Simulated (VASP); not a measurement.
The input files of a VASP run:

### INCAR
```
SYSTEM = MnSi
PREC = Accurate
ENCUT = 500
EDIFF = 1E-6
NELM = 100
ALGO = Normal
LREAL = .FALSE.
LASPH = .TRUE.
ISMEAR = 1
SIGMA = 0.1
GGA = PE
LMAXMIX = 4
ISPIN = 2
MAGMOM = 1.1 1.1 1.1 1.1 -0.0 -0.0 -0.0 -0.0
LORBIT = 10
LWAVE = .FALSE.
LCHARG = .FALSE.
IBRION = 2
ISIF = 3
NSW = 40
EDIFFG = -0.02
```

### KPOINTS
```
Automatic mesh
0
Gamma
7 7 7
0 0 0
```

### POSCAR
```
MnSi
1.0
  4.5171018727   0.0000000000   0.0000000000
  0.0000000000   4.5171018727   0.0000000000
  0.0000000000   0.0000000000   4.5171018727
Mn Si
4 4
Cart
  3.8998494189   2.8758033902   1.6412984825
  1.6412984825   3.8998494189   2.8758033902
  0.6172524538   0.6172524538   0.6172524538
  2.8758033902   1.6412984825   3.8998494189
  0.6991497169   1.5594012194   2.9577006533
  2.9577006533   0.6991497169   1.5594012194
  3.8179521558   3.8179521558   3.8179521558
  1.5594012194   2.9577006533   0.6991497169
```

POTCAR, in this order: Mn_pv Si (PBE.64 set). Program: vasp_std.

### Question
Translate this PBE calculation to Quantum ESPRESSO's pw.x.

### Answer
One equivalent input (not run):
```
&CONTROL
  calculation = 'vc-relax'
  pseudo_dir = './pseudo'
  outdir = './out'
  tprnfor = .true.
  tstress = .true.
  nstep = 40
  forc_conv_thr = 0.00078
/
&SYSTEM
  ibrav = 0
  nat = 8
  ntyp = 2
  ecutwfc = 96
  occupations = 'smearing'
  smearing = 'methfessel-paxton'
  degauss = 0.00735
  input_dft = 'pbe'
  nspin = 2
  starting_magnetization(1) = 0.11
/
&ELECTRONS
  conv_thr = 7.3e-08
  electron_maxstep = 100
/
&IONS
/
&CELL
/
ATOMIC_SPECIES
  Mn 54.938 Mn.upf
  Si 28.085 Si.upf
CELL_PARAMETERS angstrom
     4.5171019   -0.0000000    0.0000000
     0.0000000    4.5171019   -0.0000000
     0.0000000   -0.0000000    4.5171019
ATOMIC_POSITIONS crystal
  Mn   0.8633521  0.6366479  0.3633521
  Mn   0.3633521  0.8633521  0.6366479
  Mn   0.1366479  0.1366479  0.1366479
  Mn   0.6366479  0.3633521  0.8633521
  Si   0.1547784  0.3452216  0.6547784
  Si   0.6547784  0.1547784  0.3452216
  Si   0.8452216  0.8452216  0.8452216
  Si   0.3452216  0.6547784  0.1547784
K_POINTS automatic
  7 7 7 0 0 0
```
What does not carry over: the potentials are each code's own (VASP's PAW set, PseudoDojo norm-conserving files in pw.x), so ENCUT and ecutwfc are chosen apart and not converted; conv_thr bounds pw.x's estimated SCF error, while EDIFF bounds the energy change between steps; starting_magnetization is a fraction of the valence charge and MAGMOM a moment in μB, so they match only roughly; forc_conv_thr acts on force components and is met together with etot_conv_thr.

The compound is MnSi in the B20 structure. It was relaxed first.
